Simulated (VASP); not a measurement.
Level of theory: PBE GGA, VASP's PBE PAW potentials (set 64) (plane waves; VASP 6.6.1).

A VASP calculation is set up with these files.

**INCAR**
```
! general
SYSTEM  = NaI
PREC    = Accurate
ENCUT   = 300
LREAL   = .FALSE.
LASPH   = .TRUE.

! electronic loop
EDIFF   = 1E-6
NELM    = 100
ALGO    = Normal
LMAXMIX = 4

! smearing
ISMEAR  = 0
SIGMA   = 0.02

! functional
GGA     = PE

! ions
ISIF    = 2

! output
LWAVE   = .FALSE.
LCHARG  = .FALSE.
```

### POSCAR
```
NaI
4.5769010
  0.0000000000   0.7071068393   0.7071068393
  0.7071068393   0.0000000000   0.7071068393
  0.7071068393   0.7071068393   0.0000000000
Na I
1 1
direct
  0.0000000000   0.0000000000   0.0000000000
  0.5000000000   0.5000000000   0.5000000000
```

KPOINTS:
```
Automatic mesh
0
Gamma
9 9 9
0 0 0
```

POTCAR, in this order: Na_pv I (PBE.64 set). Program: vasp_std.

The run wrote:

OUTCAR:
```
 ion  position               nearest neighbor table
   1  0.000  0.000  0.000-
   2  0.500  0.500  0.500-
  LATTYP: Found a face centered cubic cell.
 ALAT       =     6.4727160000
 Subroutine PRICEL returns:
 Original cell was already a primitive cell.
 Subroutine GETGRP returns: Found 48 space group operations
The static configuration has the point symmetry O_h .
The dynamic configuration has the point symmetry O_h .
 Subroutine INISYM returns: Found 48 space group operations
 Subroutine IBZKPT returns following result:
 Found     35 irreducible k-points:

 Following reciprocal coordinates:
            Coordinates               Weight
  0.000000  0.000000  0.000000      1.000000
  0.111111  0.000000  0.000000      8.000000
  0.222222  0.000000  0.000000      8.000000
  0.333333  0.000000  0.000000      8.000000
  0.444444  0.000000  0.000000      8.000000
  0.111111  0.111111  0.000000      6.000000
  0.222222  0.111111  0.000000     24.000000
  0.333333  0.111111  0.000000     24.000000
  0.444444  0.111111  0.000000     24.000000
...
```

### OSZICAR
```
       N       E                     dE             d eps       ncg     rms          rms(c)
DAV:   1     0.584806657534E+02    0.58481E+02   -0.53066E+03   810   0.762E+02
DAV:   2    -0.134661466496E+01   -0.59827E+02   -0.56240E+02   855   0.191E+02
DAV:   3    -0.535549522687E+01   -0.40089E+01   -0.39946E+01   944   0.533E+01
DAV:   4    -0.545150021144E+01   -0.96005E-01   -0.95982E-01   922   0.900E+00
DAV:   5    -0.545362339870E+01   -0.21232E-02   -0.21232E-02   920   0.123E+00    0.162E+00
DAV:   6    -0.539244918827E+01    0.61174E-01   -0.85517E-02   872   0.188E+00    0.113E+00
DAV:   7    -0.538366653446E+01    0.87827E-02   -0.71979E-02   901   0.162E+00    0.596E-01
DAV:   8    -0.538570303176E+01   -0.20365E-02   -0.49706E-03   815   0.666E-01    0.143E-01
DAV:   9    -0.538567788559E+01    0.25146E-04   -0.12034E-04   890   0.118E-01    0.399E-02
DAV:  10    -0.538569644840E+01   -0.18563E-04   -0.37192E-05   863   0.716E-02    0.589E-03
DAV:  11    -0.538569739809E+01   -0.94969E-06   -0.36409E-06   842   0.204E-02
   1 F= -.53856974E+01 E0= -.53856974E+01  d E =-.266853E-18
```

### OUTCAR
```
------------------------ aborting loop because EDIFF is reached ----------------------------------------
  FORCE on cell =-STRESS in cart. coord.  units (eV):
  Direction    XX          YY          ZZ          XY          YZ          ZX
  --------------------------------------------------------------------------------------
  Total        0.1728564      0.1728564      0.1728564      0.0000000     -0.0000000      0.0000000
  in kB        4.0850417      4.0850417      4.0850417      0.0000000     -0.0000000      0.0000000
  external PRESSURE =       4.0850417 kB  Pullay stress =       0.0000000 kB
  volume of cell :       67.80
      direct lattice vectors                 reciprocal lattice vectors
     0.000000000  3.236358000  3.236358000    -0.154494651  0.154494651  0.154494651
     3.236358000  0.000000000  3.236358000     0.154494651 -0.154494651  0.154494651
     3.236358000  3.236358000  0.000000000     0.154494651  0.154494651 -0.154494651
  FREE ENERGIE OF THE ION-ELECTRON SYSTEM (eV)
  ---------------------------------------------------
  free  energy   TOTEN  =        -5.3856973981 eV

  energy  without entropy=       -5.3856973981  energy(sigma->0) =       -5.38569740
```
(Selected blocks of OUTCAR.)

At this cut-off the stress carries a Pulay error, which pulls relaxed volumes low.

The structure comes from a computed database's NaI entry; how it stands against other phases isn't given here. The cell was not relaxed at this level. The run is one of a series of settings (KPOINTS 9×9×9 Γ-centred mesh against the base run), some of them coarse on purpose.
